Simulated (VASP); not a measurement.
OSZICAR of a VASP run on Nb (bcc):

File OSZICAR:
```
       N       E                     dE             d eps       ncg     rms          rms(c)
DAV:   1     0.117309292188E+03    0.11731E+03   -0.75356E+03  2088   0.130E+03
DAV:   2    -0.535543081235E+01   -0.12266E+03   -0.11975E+03  2234   0.450E+02
DAV:   3    -0.103341868505E+02   -0.49788E+01   -0.47014E+01  3104   0.772E+01
DAV:   4    -0.106237864239E+02   -0.28960E+00   -0.28730E+00  2934   0.163E+01
DAV:   5    -0.106338173676E+02   -0.10031E-01   -0.10022E-01  3120   0.245E+00    0.714E+00
DAV:   6    -0.102485776412E+02    0.38524E+00   -0.76631E-01  3236   0.118E+01    0.250E+00
DAV:   7    -0.102054799470E+02    0.43098E-01   -0.23059E-01  3232   0.639E+00    0.944E-01
DAV:   8    -0.102107245784E+02   -0.52446E-02   -0.12467E-02  2416   0.172E+00    0.497E-02
DAV:   9    -0.102107766685E+02   -0.52090E-04   -0.11449E-03  3608   0.373E-01    0.476E-02
DAV:  10    -0.102107960319E+02   -0.19363E-04   -0.27797E-05  2600   0.832E-02    0.181E-02
DAV:  11    -0.102107883293E+02    0.77026E-05   -0.72607E-06  2294   0.559E-02    0.330E-03
DAV:  12    -0.102107881430E+02    0.18631E-06   -0.22141E-07  1246   0.754E-03
   1 F= -.10545179E+02 E0= -.10545149E+02  d E =-.105452E+02
       N       E                     dE             d eps       ncg     rms          rms(c)
DAV:   1    -0.102861150116E+02   -0.75327E-01   -0.26092E+00  2562   0.260E+01    0.239E+00
DAV:   2    -0.102065048319E+02    0.79610E-01   -0.19011E-01  3086   0.633E+00    0.667E-01
DAV:   3    -0.101978013854E+02    0.87034E-02   -0.62144E-02  3214   0.284E+00    0.385E-01
DAV:   4    -0.101996880812E+02   -0.18867E-02   -0.21986E-03  2864   0.490E-01    0.202E-01
DAV:   5    -0.102012788854E+02   -0.15908E-02   -0.47996E-03  3500   0.499E-01    0.891E-02
DAV:   6    -0.102012716792E+02    0.72062E-05   -0.11429E-04  2380   0.150E-01    0.177E-02
DAV:   7    -0.102012724075E+02   -0.72832E-06   -0.19575E-05  3264   0.419E-02    0.426E-03
DAV:   8    -0.102012723965E+02    0.10966E-07   -0.50584E-07  1262   0.994E-03
   2 F= -.10543716E+02 E0= -.10543787E+02  d E =0.146311E-02
       N       E                     dE             d eps       ncg     rms          rms(c)
DAV:   1    -0.102424021436E+02   -0.41130E-01   -0.10386E+00  2564   0.164E+01    0.147E+00
DAV:   2    -0.102104954333E+02    0.31907E-01   -0.80285E-02  3108   0.407E+00    0.416E-01
DAV:   3    -0.102072285118E+02    0.32669E-02   -0.24795E-02  3222   0.176E+00    0.226E-01
DAV:   4    -0.102079234575E+02   -0.69495E-03   -0.78661E-04  2688   0.299E-01    0.131E-01
DAV:   5    -0.102085874182E+02   -0.66396E-03   -0.19728E-03  3438   0.307E-01    0.596E-02
DAV:   6    -0.102085886426E+02   -0.12244E-05   -0.36844E-05  2350   0.859E-02    0.216E-02
DAV:   7    -0.102085858399E+02    0.28027E-05   -0.89590E-06  2386   0.429E-02    0.224E-03
DAV:   8    -0.102085861209E+02   -0.28101E-06   -0.31525E-07  1194   0.480E-03
   3 F= -.10545937E+02 E0= -.10545947E+02  d E =-.757426E-03
```

Problem. Which electronic solver shows in the log?

Solution. It is blocked Davidson (ALGO = Normal, or the opening steps of other solvers). The INCAR had ALGO = Normal.

Problem. Can the final energy be trusted as converged?

Solution. The run converged. It stopped with EDIFF = 1E-6, NELM = 100, NSW = 60 and EDIFFG = -0.01 after 3 ionic steps (PBE GGA with D4 dispersion, plane waves, VASP's PBE PAW potentials (set 64)).

The compound is Nb in the bcc structure. This run relaxes it. Symmetry was kept, so distortions that lower it aren't found.
